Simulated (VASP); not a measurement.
Input:

```
MnO2
1.0
    4.37559     0.00000     0.00000
    0.00000     4.37559     0.00000
    0.00000     0.00000     2.83152
Mn O
2 4
Cartesian
  0.00000   0.00000   0.00000
  2.18779   2.18779   1.41576
  1.32768   1.32768   0.00000
  3.51547   0.86011   1.41576
  0.86011   3.51547   1.41576
  3.04791   3.04791   0.00000
```
Starting moments (μB, in the order of the record's atoms Mn Mn O O O O): 2.4 -2.4 0.0 0.0 0.0 0.0.

These are AM05 GGA, VASP's PBE PAW potentials (set 64) (plane waves; VASP) values and carry that method's errors. Numerical set-up: 520 eV cut-off, Gaussian smearing of 0.050 eV, potentials Mn_pv O.

Task: Give the spin-up energies of bands 16 to 29 at the high-symmetry points, in eV from the Fermi level.

Result: 
```json
[
 {"band": "16", "Γ": "-4.17", "Y": "-4.22", "C0": "-4.22", "Z": "-5.22", "A0": "-5.03", "T": "-5.03", "S": "-4.89", "R": "-5.21"},
 {"band": "17", "Γ": "-4.11", "Y": "-4.12", "C0": "-4.12", "Z": "-4.81", "A0": "-4.78", "T": "-4.78", "S": "-4.64", "R": "-4.04"},
 {"band": "18", "Γ": "-3.52", "Y": "-3.24", "C0": "-3.24", "Z": "-4.28", "A0": "-4.24", "T": "-4.24", "S": "-4.34", "R": "-4.03"},
 {"band": "19", "Γ": "-2.17", "Y": "-2.60", "C0": "-2.60", "Z": "-4.11", "A0": "-3.16", "T": "-3.16", "S": "-3.56", "R": "-3.79"},
 {"band": "20", "Γ": "-2.06", "Y": "-2.55", "C0": "-2.55", "Z": "-3.57", "A0": "-2.32", "T": "-2.32", "S": "-2.97", "R": "-3.64"},
 {"band": "21", "Γ": "-1.68", "Y": "-2.25", "C0": "-2.25", "Z": "-2.98", "A0": "-2.07", "T": "-2.07", "S": "-1.83", "R": "-1.96"},
 {"band": "22", "Γ": "-1.49", "Y": "-2.19", "C0": "-2.19", "Z": "-2.66", "A0": "-1.73", "T": "-1.73", "S": "-1.54", "R": "-1.82"},
 {"band": "23", "Γ": "-1.21", "Y": "-2.15", "C0": "-2.15", "Z": "-1.72", "A0": "-1.64", "T": "-1.64", "S": "-1.45", "R": "-1.78"},
 {"band": "24", "Γ": "-1.16", "Y": "-2.03", "C0": "-2.03", "Z": "-0.71", "A0": "-0.71", "T": "-0.71", "S": "-1.10", "R": "-1.66"},
 {"band": "25", "Γ": "-0.46", "Y": "-0.43", "C0": "-0.43", "Z": "0.12", "A0": "-0.54", "T": "-0.54", "S": "-0.36", "R": "-1.14"},
 {"band": "26", "Γ": "-0.36", "Y": "0.22", "C0": "0.22", "Z": "1.07", "A0": "0.88", "T": "0.88", "S": "0.67", "R": "0.82"},
 {"band": "27", "Γ": "0.22", "Y": "0.33", "C0": "0.33", "Z": "1.22", "A0": "1.11", "T": "1.11", "S": "1.07", "R": "1.25"},
 {"band": "28", "Γ": "1.20", "Y": "2.11", "C0": "2.11", "Z": "1.55", "A0": "1.40", "T": "1.40", "S": "1.71", "R": "1.27"},
 {"band": "29", "Γ": "1.95", "Y": "2.28", "C0": "2.28", "Z": "1.96", "A0": "1.99", "T": "1.99", "S": "2.47", "R": "1.40"}
]
```

Task: Give the spin-down energies of bands 16 to 29 at the high-symmetry points, in eV from the Fermi level.

Result: 
```csv
band,Γ,Y,C0,Z,A0,T,S,R
16,-4.17,-4.22,-4.22,-5.22,-5.03,-5.03,-4.89,-5.21
17,-4.11,-4.12,-4.12,-4.81,-4.78,-4.78,-4.64,-4.04
18,-3.52,-3.24,-3.24,-4.28,-4.24,-4.24,-4.34,-4.03
19,-2.17,-2.60,-2.60,-4.11,-3.16,-3.16,-3.56,-3.79
20,-2.06,-2.55,-2.55,-3.57,-2.32,-2.32,-2.97,-3.64
21,-1.68,-2.25,-2.25,-2.98,-2.07,-2.07,-1.83,-1.96
22,-1.49,-2.19,-2.19,-2.66,-1.73,-1.73,-1.54,-1.82
23,-1.21,-2.15,-2.15,-1.72,-1.64,-1.64,-1.45,-1.78
24,-1.16,-2.03,-2.03,-0.71,-0.71,-0.71,-1.10,-1.66
25,-0.46,-0.43,-0.43,0.12,-0.54,-0.54,-0.36,-1.14
26,-0.36,0.22,0.22,1.07,0.88,0.88,0.67,0.82
27,0.22,0.33,0.33,1.22,1.11,1.11,1.07,1.25
28,1.20,2.11,2.11,1.55,1.40,1.40,1.71,1.27
29,1.95,2.28,2.28,1.96,1.99,1.99,2.47,1.40
```

It has no gap at this level: it comes out as a metal or semimetal.

The compound is MnO2 in the rutile structure. It was relaxed first.
